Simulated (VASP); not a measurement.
OSZICAR of a VASP run on PtSe2 (1T layered):

### OSZICAR
```
       N       E                     dE             d eps       ncg     rms          rms(c)
DAV:   1     0.117380232279E+03    0.11738E+03   -0.10516E+04  2424   0.129E+03
DAV:   2    -0.125031197587E+02   -0.12988E+03   -0.12724E+03  3114   0.252E+02
DAV:   3    -0.169870605657E+02   -0.44839E+01   -0.44557E+01  2869   0.493E+01
DAV:   4    -0.170162618789E+02   -0.29201E-01   -0.29193E-01  3072   0.430E+00
DAV:   5    -0.170164831240E+02   -0.22125E-03   -0.22124E-03  2939   0.357E-01    0.176E+01
DAV:   6    -0.164627978422E+02    0.55369E+00   -0.37339E+00  2505   0.186E+01    0.982E+00
DAV:   7    -0.163489523263E+02    0.11385E+00   -0.63942E-01  2449   0.851E+00    0.502E+00
DAV:   8    -0.163168337703E+02    0.32119E-01   -0.43159E-02  2876   0.197E+00    0.621E-01
DAV:   9    -0.163149544803E+02    0.18793E-02   -0.74698E-03  2687   0.842E-01    0.131E-01
DAV:  10    -0.163149645158E+02   -0.10035E-04   -0.73076E-04  3044   0.229E-01    0.567E-02
DAV:  11    -0.163149635629E+02    0.95294E-06   -0.50046E-05  2729   0.581E-02    0.333E-02
DAV:  12    -0.163149622496E+02    0.13133E-05   -0.65266E-06  2771   0.224E-02    0.737E-03
DAV:  13    -0.163149621660E+02    0.83619E-07   -0.54404E-07  1445   0.623E-03
   1 F= -.30935361E+01 E0= -.30934574E+01  d E =-.309354E+01
       N       E                     dE             d eps       ncg     rms          rms(c)
DAV:   1    -0.180248016791E+02   -0.17098E+01   -0.12605E+02  2568   0.109E+02    0.277E+01
DAV:   2    -0.129354449959E+02    0.50894E+01   -0.18079E+01  2750   0.417E+01    0.633E+00
DAV:   3    -0.123571998854E+02    0.57825E+00   -0.93006E-01  2820   0.882E+00    0.320E+00
DAV:   4    -0.121923883583E+02    0.16481E+00   -0.58906E-01  2757   0.524E+00    0.131E+00
DAV:   5    -0.121942947057E+02   -0.19063E-02   -0.15031E-02  2821   0.105E+00    0.676E-01
DAV:   6    -0.121944770939E+02   -0.18239E-03   -0.68296E-03  2925   0.496E-01    0.969E-02
DAV:   7    -0.121945135433E+02   -0.36449E-04   -0.27001E-04  2883   0.147E-01    0.421E-02
DAV:   8    -0.121945191260E+02   -0.55827E-05   -0.19844E-05  3037   0.398E-02    0.123E-02
DAV:   9    -0.121945185617E+02    0.56429E-06   -0.38707E-06  2701   0.129E-02
   2 F= -.15892940E+01 E0= -.15893264E+01  d E =0.150424E+01
       N       E                     dE             d eps       ncg     rms          rms(c)
DAV:   1    -0.195850407033E+02   -0.73905E+01   -0.79100E+01  2666   0.814E+01    0.131E+01
DAV:   2    -0.163448642546E+02    0.32402E+01   -0.12892E+01  2512   0.426E+01    0.123E+01
DAV:   3    -0.160076593851E+02    0.33720E+00   -0.72084E-01  2708   0.821E+00    0.758E+00
DAV:   4    -0.158523195433E+02    0.15534E+00   -0.73585E-01  2554   0.499E+00    0.109E+00
DAV:   5    -0.158471663790E+02    0.51532E-02   -0.32202E-02  2652   0.143E+00    0.930E-01
DAV:   6    -0.158470312078E+02    0.13517E-03   -0.64174E-03  3030   0.752E-01    0.125E-01
DAV:   7    -0.158470304949E+02    0.71290E-06   -0.18499E-04  2974   0.155E-01    0.394E-02
DAV:   8    -0.158470191567E+02    0.11338E-04   -0.23583E-05  2736   0.352E-02    0.198E-02
DAV:   9    -0.158470197143E+02   -0.55763E-06   -0.10306E-06  1714   0.795E-03
   3 F= -.32005437E+01 E0= -.32004760E+01  d E =-.107008E+00
       N       E                     dE             d eps       ncg     rms          rms(c)
DAV:   1    -0.158114802941E+02    0.35539E-01   -0.23241E-02  2554   0.142E+00    0.252E-01
DAV:   2    -0.158105046586E+02    0.97564E-03   -0.42616E-03  2638   0.698E-01    0.122E-01
DAV:   3    -0.158103836540E+02    0.12100E-03   -0.23554E-04  2659   0.159E-01    0.609E-02
DAV:   4    -0.158103488401E+02    0.34814E-04   -0.16353E-04  2638   0.766E-02    0.161E-02
DAV:   5    -0.158103483092E+02    0.53090E-06   -0.61162E-06  2743   0.235E-02
   4 F= -.32011469E+01 E0= -.32010801E+01  d E =-.107611E+00
       N       E                     dE             d eps       ncg     rms          rms(c)
DAV:   1    -0.157984361270E+02    0.11913E-01   -0.25006E-03  2533   0.468E-01    0.817E-02
DAV:   2    -0.157983329946E+02    0.10313E-03   -0.44965E-04  2610   0.228E-01    0.400E-02
DAV:   3    -0.157983204762E+02    0.12518E-04   -0.24622E-05  2715   0.514E-02    0.201E-02
DAV:   4    -0.157983169070E+02    0.35693E-05   -0.17211E-05  2596   0.248E-02    0.526E-03
DAV:   5    -0.157983168523E+02    0.54644E-07   -0.62228E-07  1347   0.773E-03
   5 F= -.32011631E+01 E0= -.32010969E+01  d E =-.107627E+00
       N       E                     dE             d eps       ncg     rms          rms(c)
DAV:   1    -0.157289271429E+02    0.69390E-01   -0.16734E+00  2610   0.905E+00    0.892E-01
DAV:   2    -0.157247506909E+02    0.41765E-02   -0.87453E-02  2757   0.258E+00    0.366E-01
DAV:   3    -0.157233403448E+02    0.14103E-02   -0.26695E-03  3009   0.476E-01    0.171E-01
DAV:   4    -0.157229477960E+02    0.39255E-03   -0.17255E-03  2750   0.284E-01    0.522E-02
DAV:   5    -0.157229500492E+02   -0.22532E-05   -0.57593E-05  2911   0.567E-02    0.306E-02
DAV:   6    -0.157229505695E+02   -0.52026E-06   -0.76681E-06  2960   0.209E-02
   6 F= -.32178421E+01 E0= -.32180333E+01  d E =-.166790E-01
       N       E                     dE             d eps       ncg     rms          rms(c)
DAV:   1    -0.157221763953E+02    0.77365E-03   -0.11214E-04  2729   0.742E-02    0.683E-03
DAV:   2    -0.157221762829E+02    0.11246E-06   -0.64965E-06  2708   0.210E-02
   7 F= -.32178434E+01 E0= -.32180329E+01  d E =-.166803E-01
       N       E                     dE             d eps       ncg     rms          rms(c)
DAV:   1    -0.157683379594E+02   -0.46162E-01   -0.58703E-02  2708   0.205E+00    0.327E-01
DAV:   2    -0.157669577999E+02    0.13802E-02   -0.51462E-03  2876   0.743E-01    0.154E-01
DAV:   3    -0.157667389445E+02    0.21886E-03   -0.40243E-04  2666   0.184E-01    0.751E-02
DAV:   4    -0.157666819165E+02    0.57028E-04   -0.23805E-04  2841   0.108E-01    0.222E-02
DAV:   5    -0.157666812377E+02    0.67878E-06   -0.95787E-06  2568   0.258E-02
   8 F= -.32179075E+01 E0= -.32181032E+01  d E =-.641769E-04
       N       E                     dE             d eps       ncg     rms          rms(c)
DAV:   1    -0.157469684735E+02    0.19713E-01   -0.12069E-02  2708   0.928E-01    0.150E-01
DAV:   2    -0.157466838188E+02    0.28465E-03   -0.10509E-03  2890   0.334E-01    0.692E-02
DAV:   3    -0.157466378698E+02    0.45949E-04   -0.82781E-05  2652   0.831E-02    0.332E-02
DAV:   4    -0.157466260308E+02    0.11839E-04   -0.49053E-05  2855   0.491E-02    0.991E-03
DAV:   5    -0.157466258827E+02    0.14814E-06   -0.18418E-06  1803   0.115E-02
   9 F= -.32180642E+01 E0= -.32182576E+01  d E =-.220833E-03
       N       E                     dE             d eps       ncg     rms          rms(c)
DAV:   1    -0.157400059883E+02    0.66200E-02   -0.22532E-02  2519   0.110E+00    0.990E-02
DAV:   2    -0.157397285092E+02    0.27748E-03   -0.11115E-03  2883   0.311E-01    0.546E-02
DAV:   3    -0.157396831478E+02    0.45361E-04   -0.13613E-04  2904   0.105E-01    0.275E-02
DAV:   4    -0.157396681945E+02    0.14953E-04   -0.37433E-05  2967   0.458E-02    0.941E-03
DAV:   5    -0.157396678590E+02    0.33553E-06   -0.20510E-06  1995   0.119E-02
  10 F= -.32183646E+01 E0= -.32185605E+01  d E =-.300397E-03
       N       E                     dE             d eps       ncg     rms          rms(c)
DAV:   1    -0.157344931026E+02    0.51751E-02   -0.12571E-02  2547   0.821E-01    0.739E-02
DAV:   2    -0.157343364338E+02    0.15667E-03   -0.62094E-04  2897   0.232E-01    0.411E-02
DAV:   3    -0.157343109172E+02    0.25517E-04   -0.76703E-05  2869   0.784E-02    0.207E-02
DAV:   4    -0.157343026188E+02    0.82984E-05   -0.21025E-05  2981   0.342E-02    0.721E-03
DAV:   5    -0.157343024267E+02    0.19218E-06   -0.11294E-06  1480   0.894E-03
  11 F= -.32184553E+01 E0= -.32186485E+01  d E =-.391097E-03
```

Problem. Which electronic solver shows in the log?

Solution. It is blocked Davidson (ALGO = Normal, or the opening steps of other solvers). The INCAR had ALGO = Normal.

Problem. Can the final energy be trusted as converged?

Solution. The calculation finished and met its thresholds. It stopped with EDIFF = 1E-6, NELM = 100, NSW = 40 and EDIFFG = -0.02 after 11 ionic steps (LDA (Ceperley-Alder, Perdew-Zunger), plane waves, VASP's LDA PAW potentials (set 64)). Energy and stress use the plane-wave basis of the starting cell.

The compound is PtSe2 in the 1T layered structure. This run relaxes it under an external pressure of 45 GPa. Symmetry was kept, so distortions that lower it aren't found.
